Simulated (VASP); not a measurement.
Computed with PBEsol GGA, VASP's PBE PAW potentials (set 64) (plane waves; VASP 6.6.1).

VASP ran on this input.

**POSCAR**
```
Fe(100) slab
1.0
  2.7855357178   0.0000000000   0.0000000000
  0.0000000000   2.7855357178   0.0000000000
  0.0000000000   0.0000000000  25.7006919189
Fe
8
Direct
  0.5000000000   0.0000000000   0.3103290000
  0.0000000000   0.5000000000   0.3645200000
  0.5000000000   0.0000000000   0.4187120000
  0.0000000000   0.5000000000   0.4729040000
  0.5000000000   0.0000000000   0.5270960000
  0.0000000000   0.5000000000   0.5812880000
  0.5000000000   0.0000000000   0.6354800000
  0.0000000000   0.5000000000   0.6896710000
```

**INCAR**
```
! general
SYSTEM  = Fe(100) slab
PREC    = Normal
ENCUT   = 400
LREAL   = .FALSE.
LASPH   = .TRUE.

! electronic loop
EDIFF   = 1E-5
NELM    = 100
NELMIN  = 4
ALGO    = Normal
LMAXMIX = 4

! smearing
ISMEAR  = 1
SIGMA   = 0.1

! functional
GGA     = PS

! spin
ISPIN   = 2
MAGMOM  = 2.5 2.5 2.5 2.5 2.5 2.5 2.5 2.5

! ions
IBRION  = 2
NSW     = 50
ISIF    = 2
EDIFFG  = -0.03

! output
LWAVE   = .TRUE.
LCHARG  = .FALSE.
LORBIT  = 10

! other
LDIPOL  = .TRUE.
IDIPOL  = 3
DIPOL   = 0.5 0.5 0.5
```

### KPOINTS
```
Automatic mesh
0
Gamma
10 10 1
0 0 0
```

POTCAR, in this order: Fe (PBE.64 set). Program: vasp_std.

The resulting files:

File OUTCAR:
```
 ion  position               nearest neighbor table
   1  0.500  0.000  0.310-   2 2.41   2 2.41   2 2.41   2 2.41   3 2.79
   2  0.000  0.500  0.365-   1 2.41   1 2.41   1 2.41   1 2.41   3 2.41   3 2.41   3 2.41   3 2.41
                             4 2.79
   3  0.500  0.000  0.419-   2 2.41   4 2.41   2 2.41   4 2.41   2 2.41   4 2.41   2 2.41   4 2.41
                             1 2.79   5 2.79
   4  0.000  0.500  0.473-   3 2.41   5 2.41   3 2.41   5 2.41   3 2.41   5 2.41   3 2.41   5 2.41
                             2 2.79   6 2.79
   5  0.500  0.000  0.527-   4 2.41   6 2.41   4 2.41   6 2.41   4 2.41   6 2.41   4 2.41   6 2.41
                             3 2.79   7 2.79
   6  0.000  0.500  0.581-   5 2.41   7 2.41   5 2.41   7 2.41   5 2.41   7 2.41   5 2.41   7 2.41
                             8 2.79   4 2.79
   7  0.500  0.000  0.635-   8 2.41   8 2.41   8 2.41   8 2.41   6 2.41   6 2.41   6 2.41   6 2.41
                             5 2.79
   8  0.000  0.500  0.690-   7 2.41   7 2.41   7 2.41   7 2.41   6 2.79
  LATTYP: Found a simple tetragonal cell.
 ALAT       =     2.7855357178
 C/A-ratio  =     9.2264808362
 Subroutine PRICEL returns:
 Original cell was already a primitive cell.
 Subroutine GETGRP returns: Found 16 space group operations
The static configuration has the point symmetry D_2d.
 The point group associated with its full space group is D_4h.
The dynamic configuration has the point symmetry D_2d.
The overall configuration has the point symmetry D_2d.
...
```

File OSZICAR:
```
       N       E                     dE             d eps       ncg     rms          rms(c)
DAV:   1     0.497153075883E+03    0.49715E+03   -0.23692E+04  4040   0.119E+03
DAV:   2    -0.376338733434E+02   -0.53479E+03   -0.50246E+03  4048   0.322E+02
DAV:   3    -0.767660001867E+02   -0.39132E+02   -0.33944E+02  4608   0.120E+02
DAV:   4    -0.783696338172E+02   -0.16036E+01   -0.15545E+01  4344   0.287E+01
DAV:   5    -0.784083096281E+02   -0.38676E-01   -0.38606E-01  5112   0.326E+00    0.358E+01
DAV:   6    -0.149838786854E+03   -0.71430E+02   -0.14573E+02  6720   0.220E+02    0.976E+01
DAV:   7    -0.855264314705E+02    0.64312E+02   -0.15376E+02  6272   0.119E+02    0.620E+01
DAV:   8    -0.831190804782E+02    0.24074E+01   -0.13147E+02  6480   0.127E+02    0.561E+01
DAV:   9    -0.788286565113E+02    0.42904E+01   -0.75386E+01  5768   0.875E+01    0.506E+01
DAV:  10    -0.671388508286E+02    0.11690E+02   -0.20545E+01  5552   0.784E+01    0.280E+01
DAV:  11    -0.661936338663E+02    0.94522E+00   -0.82047E+00  6032   0.435E+01    0.116E+01
DAV:  12    -0.677524703091E+02   -0.15588E+01   -0.31716E+00  4944   0.310E+01    0.157E+01
DAV:  13    -0.675510368710E+02    0.20143E+00   -0.14997E+00  4736   0.156E+01    0.995E+00
DAV:  14    -0.679637106284E+02   -0.41267E+00   -0.12857E+00  5384   0.100E+01    0.592E+00
DAV:  15    -0.681023972266E+02   -0.13869E+00   -0.26786E-01  5064   0.505E+00    0.379E+00
DAV:  16    -0.681814589412E+02   -0.79062E-01   -0.32663E-02  5616   0.193E+00    0.314E+00
DAV:  17    -0.682448788322E+02   -0.63420E-01   -0.11374E-01  6392   0.652E+00    0.224E+00
DAV:  18    -0.682933816658E+02   -0.48503E-01   -0.23114E-02  5504   0.164E+00    0.258E+00
DAV:  19    -0.682721164139E+02    0.21265E-01   -0.97548E-03  4512   0.152E+00    0.176E+00
DAV:  20    -0.682818833604E+02   -0.97669E-02   -0.62021E-03  6920   0.145E+00    0.950E-01
DAV:  21    -0.682821454615E+02   -0.26210E-03   -0.40105E-03  4800   0.550E-01    0.693E-01
DAV:  22    -0.682794492393E+02    0.26962E-02   -0.15214E-03  5456   0.323E-01    0.409E-01
DAV:  23    -0.682797679527E+02   -0.31871E-03   -0.11384E-03  4688   0.362E-01    0.297E-01
DAV:  24    -0.682897293930E+02   -0.99614E-02   -0.50464E-04  4776   0.191E-01    0.234E-01
DAV:  25    -0.682966649311E+02   -0.69355E-02   -0.18948E-04  4888   0.127E-01    0.212E-01
DAV:  26    -0.683071960951E+02   -0.10531E-01   -0.34839E-04  4872   0.167E-01    0.180E-01
DAV:  27    -0.683377065362E+02   -0.30510E-01   -0.20366E-03  4952   0.154E-01    0.136E-01
DAV:  28    -0.683755571846E+02   -0.37851E-01   -0.36125E-03  4520   0.183E-01    0.148E-01
DAV:  29    -0.683846093705E+02   -0.90522E-02   -0.61183E-04  5464   0.201E-01    0.712E-02
DAV:  30    -0.683864214817E+02   -0.18121E-02   -0.18846E-04  4464   0.717E-02    0.931E-02
DAV:  31    -0.683870586355E+02   -0.63715E-03   -0.52877E-05  3944   0.574E-02    0.849E-02
DAV:  32    -0.683876414704E+02   -0.58283E-03   -0.11018E-04  4264   0.627E-02    0.430E-02
DAV:  33    -0.683877476763E+02   -0.10621E-03   -0.15944E-05  3112   0.247E-02    0.292E-02
DAV:  34    -0.683879399316E+02   -0.19226E-03   -0.53730E-05  3592   0.379E-02    0.116E-02
DAV:  35    -0.683878952969E+02    0.44635E-04   -0.79206E-06  2808   0.170E-02    0.136E-02
DAV:  36    -0.683879702801E+02   -0.74983E-04   -0.40421E-06  2744   0.109E-02    0.180E-02
DAV:  37    -0.683879838767E+02   -0.13597E-04   -0.12934E-06  2592   0.125E-02    0.141E-02
DAV:  38    -0.683880260522E+02   -0.42176E-04   -0.14403E-06  2544   0.846E-03    0.861E-03
DAV:  39    -0.683881029765E+02   -0.76924E-04   -0.47035E-06  2656   0.103E-02    0.215E-03
DAV:  40    -0.683881487039E+02   -0.45727E-04   -0.23421E-06  2368   0.633E-03    0.289E-03
DAV:  41    -0.683881511224E+02   -0.24186E-05   -0.24390E-07  2304   0.291E-03
   1 F= -.68388151E+02 E0= -.68386729E+02  d E =-.683882E+02  mag=    18.7984
       N       E                     dE             d eps       ncg     rms          rms(c)
DAV:   1    -0.683862784015E+02    0.18703E-02   -0.16026E+00  4032   0.521E+00    0.920E-01
DAV:   2    -0.684610943590E+02   -0.74816E-01   -0.11021E-01  6624   0.712E+00    0.421E+00
DAV:   3    -0.684023627107E+02    0.58732E-01   -0.12217E-01  6480   0.734E+00    0.190E+00
DAV:   4    -0.684029730266E+02   -0.61032E-03   -0.46268E-02  6392   0.456E+00    0.143E+00
DAV:   5    -0.683931279705E+02    0.98451E-02   -0.13158E-02  5952   0.267E+00    0.286E-01
DAV:   6    -0.683930534748E+02    0.74496E-04   -0.19068E-03  5920   0.752E-01    0.163E-01
DAV:   7    -0.683928181181E+02    0.23536E-03   -0.39158E-04  5544   0.333E-01    0.143E-01
DAV:   8    -0.683925183258E+02    0.29979E-03   -0.18970E-04  5608   0.183E-01    0.574E-02
DAV:   9    -0.683925176384E+02    0.68742E-06   -0.48477E-05  4328   0.123E-01
   2 F= -.68392518E+02 E0= -.68390952E+02  d E =-.436652E-02  mag=    18.8071
       N       E                     dE             d eps       ncg     rms          rms(c)
DAV:   1    -0.683923845714E+02    0.13375E-03   -0.83159E-02  4040   0.119E+00    0.198E-01
DAV:   2    -0.683944275216E+02   -0.20430E-02   -0.39504E-03  6208   0.129E+00    0.600E-01
DAV:   3    -0.683931005619E+02    0.13270E-02   -0.36680E-03  6080   0.141E+00    0.360E-01
DAV:   4    -0.683937629689E+02   -0.66241E-03   -0.20181E-03  6576   0.978E-01    0.493E-01
DAV:   5    -0.683927672361E+02    0.99573E-03   -0.98645E-04  6064   0.701E-01    0.742E-02
DAV:   6    -0.683927704662E+02   -0.32301E-05   -0.99622E-05  5512   0.173E-01
   3 F= -.68392770E+02 E0= -.68391151E+02  d E =-.461934E-02  mag=    18.8119
```

OUTCAR:
```
------------------------ aborting loop because EDIFF is reached ----------------------------------------
  FORCE on cell =-STRESS in cart. coord.  units (eV):
  Direction    XX          YY          ZZ          XY          YZ          ZX
  --------------------------------------------------------------------------------------
  Total       -2.4870189     -2.4870189      0.1730409      0.0000000      0.0000000      0.0000000
  in kB      -19.9814678    -19.9814678      1.3902634      0.0000000      0.0000000      0.0000000
  external PRESSURE =     -12.8575574 kB  Pullay stress =       0.0000000 kB
  volume of cell :      199.42
      direct lattice vectors                 reciprocal lattice vectors
     2.785535718  0.000000000  0.000000000     0.358997371  0.000000000  0.000000000
     0.000000000  2.785535718  0.000000000     0.000000000  0.358997371  0.000000000
     0.000000000  0.000000000 25.700691919     0.000000000  0.000000000  0.038909458
 POSITION                                       TOTAL-FORCE (eV/Angst)
 -----------------------------------------------------------------------------------
      1.39277      0.00000      7.98057        -0.000000      0.000000     -0.013625
      0.00000      1.39277      9.35489         0.000000      0.000000     -0.021597
      1.39277      0.00000     10.76462         0.000000      0.000000     -0.009825
      0.00000      1.39277     12.16353         0.000000     -0.000000     -0.016968
      1.39277      0.00000     13.53717         0.000000      0.000000      0.016968
      0.00000      1.39277     14.93607         0.000000      0.000000      0.009825
      1.39277      0.00000     16.34580        -0.000000      0.000000      0.021597
      0.00000      1.39277     17.72012         0.000000     -0.000000      0.013625
 -----------------------------------------------------------------------------------
    total drift:                               -0.000000      0.000000      0.000000
  FREE ENERGIE OF THE ION-ELECTRON SYSTEM (eV)
  ---------------------------------------------------
  free  energy   TOTEN  =       -68.3927704662 eV

  energy  without entropy=      -68.3879122605  energy(sigma->0) =      -68.39115106

 total charge

# of ion       s       p       d       tot
------------------------------------------
    1        0.470   0.367   6.170   7.007
    2        0.507   0.571   6.306   7.384
    3        0.510   0.585   6.267   7.362
    4        0.513   0.594   6.286   7.393
    5        0.513   0.594   6.286   7.393
    6        0.510   0.585   6.267   7.362
    7        0.507   0.571   6.306   7.384
    8        0.470   0.367   6.170   7.007
--------------------------------------------------
tot          4.000   4.235  50.060  58.294

 magnetization (x)

# of ion       s       p       d       tot
------------------------------------------
    1        0.007   0.003   2.848   2.858
    2       -0.018  -0.049   2.191   2.124
    3       -0.010  -0.050   2.257   2.197
    4       -0.013  -0.054   2.108   2.040
    5       -0.013  -0.054   2.108   2.040
    6       -0.010  -0.050   2.257   2.197
    7       -0.018  -0.049   2.191   2.124
    8        0.007   0.003   2.848   2.858
--------------------------------------------------
tot         -0.069  -0.299  18.807  18.440

 reached required accuracy - stopping structural energy minimisation
```
(Selected blocks of OUTCAR.)

File CONTCAR:
```
Fe(100) slab
   1.00000000000000
     2.7855357178000002    0.0000000000000000    0.0000000000000000
     0.0000000000000000    2.7855357178000002    0.0000000000000000
     0.0000000000000000    0.0000000000000000   25.7006919188999987
  Fe
     8
Direct
     0.5000000000000000    0.0000000000000000    0.3105195463006285
     0.0000000000000000    0.5000000000000000    0.3639937982642168
     0.5000000000000000    0.0000000000000000    0.4188455240620541
     0.0000000000000000    0.5000000000000000    0.4732762290908036
     0.5000000000000000    0.0000000000000000    0.5267237709091964
     0.0000000000000000    0.5000000000000000    0.5811544759379459
     0.5000000000000000    0.0000000000000000    0.6360062017357833
     0.0000000000000000    0.5000000000000000    0.6894804536993715
```

The cell is a thin slab with vacuum, built from Fe (bcc): (100) face.
